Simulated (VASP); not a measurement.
Crystal: TiPbO4.

```
Ti Pb O
1.0
     4.80297    0.00000    0.00000
    -2.40148    4.15949    0.00000
     0.00000    0.00000    4.75800
Ti Pb O
1 1 4
Direct
  0.66667 0.33333 0.50000
  0.33333 0.66667 0.50000
  0.00000 0.00000 0.50000
  0.45570 0.54430 0.00000
  0.45570 0.91140 0.00000
  0.08860 0.54430 0.00000
```

The cell was built by a generator and needn't be a form met in nature.

* Program: VASP 6.6.1
* Task: relaxation of cell and atoms
* Functional: PBE
* Potentials or basis: VASP PAW PBE potentials, release 64 (Ti_sv, Pb_d, O)
* Cutoff: 520 eV
* k mesh: 4 × 4 × 3
* Occupations: gaussian, width 0.15 eV
* Spin: no spin polarisation

At the start: pressure -4.1 GPa; volume 15.84 Å³/atom.

Problem. Where does the relaxation end?

Solution. Over 19 steps the energy falls by 1648.4 meV/atom and the volume is 13.66 Å³/atom (-13.7 %); space group P-6m2 (No. 187, to 0.05 Å).

Step by step:
| step | energy change (eV) | largest force (eV/Å) | pressure (GPa) | volume (Å³) |
| --- | --- | --- | --- | --- |
| 1 | 0.0000 | 2.4759 | -4.11 | 95.05 |
| 2 | -1.1208 | 1.9314 | -8.47 | 89.55 |
| 3 | -3.4742 | 1.1734 | -8.66 | 78.55 |
| 4 | 7.1834 | 24.3148 | 106.16 | 58.76 |
| 5 | -3.7177 | 1.1048 | -6.90 | 76.87 |
| 6 | -3.7805 | 3.9088 | 17.95 | 67.51 |
| 7 | -4.2287 | 0.1600 | -1.91 | 73.42 |
| 8 | -4.3376 | 1.0254 | 3.93 | 71.04 |
| 9 | -4.7172 | 2.7085 | 11.45 | 69.17 |
| 10 | -4.7316 | 3.0845 | 13.44 | 68.80 |
| 11 | -5.7489 | 2.2954 | 11.85 | 70.63 |
| 12 | -9.1117 | 1.4356 | 10.32 | 74.13 |
| 13 | 5.1466 | 1.2045 | 80.44 | 69.90 |
| 14 | -9.5362 | 0.5888 | 11.90 | 74.51 |
| 15 | -9.5620 | 0.0387 | 14.57 | 74.61 |
| 16 | -9.8262 | 0.9878 | -2.68 | 82.93 |
| 17 | -9.8422 | 0.8430 | 0.13 | 81.25 |
| 18 | -9.8873 | 0.2438 | 0.01 | 81.82 |
| 19 | -9.8905 | 0.0615 | 0.08 | 81.99 |

Final structure:
```xyz
6
Lattice="5.7662 0.0000 0.0000 -2.8831 4.9937 0.0000 0.0000 0.0000 2.8474" Properties=species:S:1:pos:R:3 pbc="T T T"
Ti    2.8831    1.6646    1.4237
Pb    0.0000    3.3291    1.4237
O     0.0000    0.0000    1.4237
O     1.6717    2.3640    0.0000
O     2.8831    0.2657    0.0000
O     4.0945    2.3640    0.0000
```

Caveat: the k mesh is coarse (spacing up to 0.44 Å⁻¹), so the values aren't converged.
